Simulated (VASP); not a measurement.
OSZICAR of a VASP run on FeAl (CsCl type):

### OSZICAR
```
       N       E                     dE             d eps       ncg     rms          rms(c)
DAV:   1     0.277231947043E+02    0.27723E+02   -0.43304E+03  2184   0.995E+02
DAV:   2    -0.135195645494E+02   -0.41243E+02   -0.39519E+02  2184   0.169E+02
DAV:   3    -0.145649399409E+02   -0.10454E+01   -0.10292E+01  2647   0.367E+01
DAV:   4    -0.145850501825E+02   -0.20110E-01   -0.20082E-01  2723   0.443E+00
DAV:   5    -0.145855192694E+02   -0.46909E-03   -0.46903E-03  2647   0.571E-01    0.138E+01
RMM:   6    -0.160658033517E+02   -0.14803E+01   -0.30774E+01  2160   0.999E+01    0.185E+01
RMM:   7    -0.126195280357E+02    0.34463E+01   -0.95797E+00  2160   0.617E+01    0.297E+00
RMM:   8    -0.126228502222E+02   -0.33222E-02   -0.88151E-02  2181   0.284E+00    0.173E+00
RMM:   9    -0.126170912755E+02    0.57589E-02   -0.30800E-02  2164   0.159E+00    0.609E-01
RMM:  10    -0.126118766421E+02    0.52146E-02   -0.99902E-03  2160   0.176E+00    0.162E-01
RMM:  11    -0.126120011551E+02   -0.12451E-03   -0.51369E-03  2163   0.513E-01    0.735E-02
RMM:  12    -0.126119940927E+02    0.70624E-05   -0.59474E-04  2238   0.429E-01    0.392E-02
RMM:  13    -0.126120146326E+02   -0.20540E-04   -0.17498E-04  2204   0.136E-01    0.690E-02
RMM:  14    -0.126120231810E+02   -0.85485E-05   -0.13185E-04  2043   0.198E-01    0.428E-02
RMM:  15    -0.126120135604E+02    0.96206E-05   -0.21924E-05  1513   0.855E-02
   1 F= -.12612014E+02 E0= -.12612073E+02  d E =-.126120E+02
```

Which electronic solver shows in the log?

It is blocked Davidson (ALGO = Normal, or the opening steps of other solvers) and then RMM-DIIS (ALGO = Fast or VeryFast). The INCAR had ALGO = Fast.

How was spin treated?

Without spin polarisation: there is no mag entry.

Can the final energy be trusted as converged?

Self-consistency was reached. It stopped with EDIFF = 1E-5, NELM = 100, NSW = 20 and EDIFFG = -0.03 after 1 ionic step (PBE GGA, plane waves, VASP's PBE PAW potentials (set 64)).

The compound is FeAl in the CsCl type structure. It was relaxed first. The run is not spin-polarised, so no magnetic state was tried. The electron count is odd and the run is not spin-polarised, which forces a metal.
